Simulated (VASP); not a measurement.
The system is Si2W.

```
Si W
1.0
    -1.60211    1.60211    3.90958
     1.60211   -1.60211    3.90958
     1.60211    1.60211   -3.90958
Si W
2 1
Direct
  0.33446 0.33446 0.00000
  0.66554 0.66554 0.00000
  0.00000 0.00000 0.00000
```

Program: VASP 6.6.1. Alike in all runs: task band structure; no spin polarisation; cell as given; k mesh 16 × 16 × 16; cutoff (eV) 520; smearing methfessel-paxton 0.1 eV.

Order these runs on this cell by their pressure, lowest first.
A. level r2SCAN; potentials or basis VASP PAW PBE potentials, release 64 (Si, W_sv)
B. level PBE; potentials or basis VASP PAW PBE potentials, release 64 (Si, W_sv)
C. level LDA; potentials or basis VASP PAW LDA potentials, release 64 (Si, W_sv)

C (-3.5 GPa), A (0.7 GPa), B (5.1 GPa).

Caveats: the PAW data sets were made with another functional, which shifts forces and pressure a little (some runs).
